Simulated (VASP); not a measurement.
An input for Quantum ESPRESSO's pw.x (written as the equivalent of a VASP run, and not itself run):

```
&CONTROL
  calculation = 'scf'
  pseudo_dir = './pseudo'
  outdir = './out'
  tprnfor = .true.
  tstress = .true.
/
&SYSTEM
  ibrav = 0
  nat = 3
  ntyp = 2
  ecutwfc = 84
  occupations = 'tetrahedra'
  input_dft = 'pw91'
/
&ELECTRONS
  conv_thr = 7.3e-09
  electron_maxstep = 100
/
ATOMIC_SPECIES
  Ti 47.867 Ti.upf
  B 10.810 B.upf
CELL_PARAMETERS angstrom
     1.5158813   -2.6255835    0.0000000
     1.5158813    2.6255835   -0.0000000
     0.0000000   -0.0000000    3.2328711
ATOMIC_POSITIONS crystal
  Ti   0.0000000  0.0000000  0.0000000
  B    0.3333330  0.6666670  0.5000000
  B    0.6666670  0.3333330  0.5000000
K_POINTS automatic
  13 13 11 0 0 0
```

Question: Write the VASP files for the same calculation (PW91).

Answer: Several could match; the one computed here: 
**POSCAR**
```
TiB2
1
    1.5158813411    -2.6255835277     0.0000000000
    1.5158813411     2.6255835277    -0.0000000000
    0.0000000000    -0.0000000000     3.2328710899
Ti B
1 2
Direct
  0.0000000000   0.0000000000   0.0000000000
  0.3333330000   0.6666670000   0.5000000000
  0.6666670000   0.3333330000   0.5000000000
```

**INCAR**
```
ALGO = Normal
EDIFF = 1E-7
ENCUT = 520
GGA = 91
ISIF = 2
ISMEAR = -5
LASPH = T
LCHARG = T
LEFG = T
LMAXMIX = 4
LORBIT = 11
LREAL = F
LWAVE = F
NEDOS = 601
NELM = 100
PREC = Accurate
SYSTEM = TiB2
```

### KPOINTS
```
Automatic mesh
0
Gamma
13 13 11
0 0 0
```

POTCAR, in this order: Ti_sv B (PBE.64 set). Program: vasp_std.

Limits of the translation: the potentials are each code's own (VASP's PAW set, PseudoDojo norm-conserving files in pw.x), so ENCUT and ecutwfc are chosen apart and not converted; conv_thr bounds pw.x's estimated SCF error, while EDIFF bounds the energy change between steps; the field gradients of LEFG aren't asked of the other code.

The compound is TiB2 in the AlB2 type structure. It was relaxed first.
